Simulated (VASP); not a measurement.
Input:

```
Zn4S3Te
1.0
    5.53963     0.00000     0.00000
    0.00000     5.53963     0.00000
    0.00000     0.00000     5.53963
Zn Te S
4 1 3
Direct
  0.98470   0.98470   0.98470
  0.51530   0.51530   0.98470
  0.51530   0.98470   0.51530
  0.98470   0.51530   0.51530
  0.25000   0.25000   0.25000
  0.75000   0.75000   0.25000
  0.75000   0.25000   0.75000
  0.25000   0.75000   0.75000
```

The numbers are results of PBEsol GGA, VASP's PBE PAW potentials (set 64) (plane waves; VASP), not measurements. Settings: 400 eV cut-off, Gaussian smearing of 0.050 eV, potentials Zn Te S.

Unless said otherwise, spin-orbit coupling is left out, though it shifts the bands of the heavy elements here.

Q: Give the energies of bands 29 to 42 at the high-symmetry points, in eV from the valence-band maximum.

A: 
| band | Γ | X | M | R |
|---|---|---|---|---|
| 29 | -2.68 | -3.11 | -3.20 | -1.63 |
| 30 | -2.68 | -3.10 | -2.86 | -1.63 |
| 31 | -2.31 | -2.78 | -2.86 | -1.36 |
| 32 | -2.31 | -2.46 | -2.29 | -1.36 |
| 33 | -2.31 | -1.85 | -1.69 | -1.36 |
| 34 | 0.00 | -1.85 | -1.37 | -0.35 |
| 35 | 0.00 | -0.97 | -0.65 | -0.35 |
| 36 | 0.00 | -0.97 | -0.65 | -0.35 |
| 37 | 1.18 | 3.27 | 3.87 | 2.34 |
| 38 | 2.91 | 3.60 | 3.87 | 2.34 |
| 39 | 2.91 | 4.00 | 4.23 | 2.34 |
| 40 | 3.00 | 4.30 | 4.62 | 3.69 |
| 41 | 3.30 | 5.03 | 5.17 | 6.05 |
| 42 | 3.30 | 5.40 | 5.96 | 6.08 |

The gap is direct, 1.18 eV, from the valence maximum at Γ to the conduction minimum at Γ.

The structure was generated: Zn4S3Te was put into an ordered model structure (P-43m), which need not be its known phase. It was relaxed first.
